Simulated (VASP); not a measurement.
VASP runs on CaSe (space group Pm-3m) share one base input (PBE GGA, plane waves, VASP's PBE PAW potentials (set 64)) and change the settings named in each case.

### INCAR
```
SYSTEM = CaSe
PREC = Accurate
ENCUT = 300
EDIFF = 1E-6
NELM = 100
ALGO = Normal
LREAL = .FALSE.
LASPH = .TRUE.
ISMEAR = 0
SIGMA = 0.2
GGA = PE
LMAXMIX = 4
LWAVE = .FALSE.
LCHARG = .FALSE.
ISIF = 2
```

**POSCAR**
```
CaSe
1
    3.4397590000     0.0000000000     0.0000000000
    0.0000000000     3.4397590000     0.0000000000
    0.0000000000     0.0000000000     3.4397590000
Ca Se
1 1
Direct
  0.0000000000   0.0000000000   0.0000000000
  0.5000000000   0.5000000000   0.5000000000
```

File KPOINTS:
```
K-points
0
Gamma
 7 7 7
```

POTCAR, in this order: Ca_sv Se (PBE.64 set). Program: vasp_std.

| change | E(σ→0) (eV/atom) | pressure (GPa) | −TS (eV) |
|---|---|---|---|
| base run | -4.2582 | 13.21 | -0.0001 |
| GGA removed, POTCAR Ca_sv Se (LDA.64 set) | -4.9309 | 7.02 | -0.0004 |
| GGA_COMPAT = .FALSE., LNONCOLLINEAR = .TRUE., LSORBIT = .TRUE., MAGMOM = 0.0 0.0 0.0 0.0 0.0 0.0, program vasp_ncl | -4.2685 | 13.22 | -0.0001 |
| KPOINTS 8×8×8 Γ-centred mesh | -4.2597 | [?] | -0.0004 |

Task: Fill in the missing entries.

Result: 
- KPOINTS 8×8×8 Γ-centred mesh, pressure (GPa): 13.17

Energies of different potentials or functionals have different zeros.  At 300 eV the pressure can carry a Pulay error.

Left out are runs that ran out of time, are held back, or changed the cell or the kind of run, fixed moments of cells without a moment, rows past the twelfth, gaps on odd meshes, pressures of charged cells and columns that move by less than the noise.

The structure was generated: CaSe was put into an ordered model structure, which need not be its known phase. The cell was not relaxed at this level, its lattice was scaled by up to 2.5 %.
